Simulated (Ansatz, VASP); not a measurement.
One calculation of TaO5, two programs

```
CELL_PARAMETERS angstrom
0.00000 3.17035 3.17035
3.17035 0.00000 3.17035
3.17035 3.17035 0.00000
ATOMIC_POSITIONS crystal
Ta 0.50000 0.50000 0.50000
O 0.37197 0.87601 0.87601
O 0.87601 0.87601 0.87601
O 0.25000 0.25000 0.25000
O 0.87601 0.87601 0.37197
O 0.87601 0.37197 0.87601
```

Change from the starting cell: species swapped into the HfNi5 type (F-43m, No. 216).

Alike in both runs: task relaxation of cell and atoms; functional PBE; k mesh 6 × 6 × 6; occupations gaussian, width 0.1 eV; no spin polarisation.

|  | VASP | Ansatz |
| --- | --- | --- |
| version | VASP 6.6.1 | Ansatz 0.2.0 |
| potentials or method | VASP PAW PBE potentials, release 64 (Ta_pv, O) | scalar-relativistic, plane waves, PAW |
| plane-wave cutoff (eV) | 600 | 420 |
| valence electrons in the cell | 41 | 43 |

Ansatz gave:

```
gap on the k mesh at the Fermi level, each at its own relaxed structure (eV) : none
relaxed volume (Å³/atom)                                                     : 8.19
relaxed cell length with the largest relative difference (Å)                 : 4.112
energy change over the relaxation (meV/atom)                                 : -352
```

Problem. What did VASP give for the same quantities?

Solution. gap on the k mesh at the Fermi level, each at its own relaxed structure (eV): none; relaxed volume (Å³/atom): 8.21; relaxed cell length with the largest relative difference (Å): 4.115; energy change over the relaxation (meV/atom): -356.

A gap of «none» marks a metal or a gap that the smearing closes. The two sets of potentials don't hold the same shells in valence.

Caveats: the volume moved by over 15 % at a fixed basis, so the end points are rough (VASP); an odd number of electrons without spin polarisation forces a metal; a magnetic or distorted state may lie lower. The runs have no spin-orbit coupling, so splittings on Ta are missing.
